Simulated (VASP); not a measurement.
An input for Quantum ESPRESSO's pw.x (written as the equivalent of a VASP run, and not itself run):

```
&CONTROL
  calculation = 'vc-relax'
  pseudo_dir = './pseudo'
  outdir = './out'
  tprnfor = .true.
  tstress = .true.
  nstep = 60
  forc_conv_thr = 0.00078
/
&SYSTEM
  ibrav = 0
  nat = 5
  ntyp = 2
  ecutwfc = 84
  occupations = 'smearing'
  smearing = 'gaussian'
  degauss = 0.003675
  input_dft = 'vdw-df2'
/
&ELECTRONS
  conv_thr = 7.3e-08
  electron_maxstep = 100
/
&IONS
/
&CELL
/
ATOMIC_SPECIES
  Mg 24.305 Mg.upf
  Sb 121.760 Sb.upf
CELL_PARAMETERS angstrom
     2.2879579   -3.9628594   -0.0000000
     2.2879579    3.9628594    0.0000000
     0.0000000   -0.0000000    7.1396534
ATOMIC_POSITIONS crystal
  Mg   1.0000000  0.0000000  0.0000000
  Mg   0.3333330  0.6666670  0.6338675
  Mg   0.6666670  0.3333330  0.3661325
  Sb   0.3333330  0.6666670  0.2244622
  Sb   0.6666670  0.3333330  0.7755378
K_POINTS automatic
  5 5 3 0 0 0
```

Question: Write the VASP files for the same calculation (vdW-DF2).

Answer: Several could match; the one computed here: 
### KPOINTS
```
kpoints
0
gamma
5 5 3
0 0 0
```

INCAR:
```
LASPH  =  .True.
NSW  =  60   # most ionic steps
ZAB_VDW  =  -1.8867
AGGAC  =  0.0
NELM  =  100   # most electronic steps
ISIF  =  3   # ions, shape and volume
SYSTEM  =  Mg3Sb2
IBRION  =  2   # conjugate gradients
SIGMA  =  0.05   # width (eV)
LREAL  =  .False.   # projection in real space or not
LMAXMIX  =  4
LUSE_VDW  =  .True.
ENCUT  =  520
GGA  =  ML
EDIFF  =  1E-6
LCHARG  =  .False.
PREC  =  Accurate
EDIFFG  =  -0.02
ALGO  =  Normal   # blocked Davidson
ISMEAR  =  0
LWAVE  =  .False.
```

File POSCAR:
```
Mg3Sb2
1.0
  2.2879578769  -3.9628594488   0.0000000000
  2.2879578769   3.9628594488   0.0000000000
  0.0000000000   0.0000000000   7.1396533510
Mg Sb
3 2
Cartesian
  2.2879578769  -3.9628594488   0.0000000000
  2.2879578769   1.3209557915   4.5255944768
  2.2879578769  -1.3209557915   2.6140588742
  2.2879578769   1.3209557915   1.6025822256
  2.2879578769  -1.3209557915   5.5370711254
```

POTCAR, in this order: Mg Sb (PBE.64 set). Program: vasp_std.

The two are equivalent in intent, not identical: the potentials are each code's own (VASP's PAW set, PseudoDojo norm-conserving files in pw.x), so ENCUT and ecutwfc are chosen apart and not converted; conv_thr bounds pw.x's estimated SCF error, while EDIFF bounds the energy change between steps; forc_conv_thr acts on force components and is met together with etot_conv_thr.

The compound is Mg3Sb2 in the a-la2o3 structure. This run relaxes it. Symmetry was kept, so distortions that lower it aren't found. The k-mesh is coarse (spacing up to 0.31 per Å, 2π included), so the numbers may not be converged in it. The start is the result of an earlier pass.
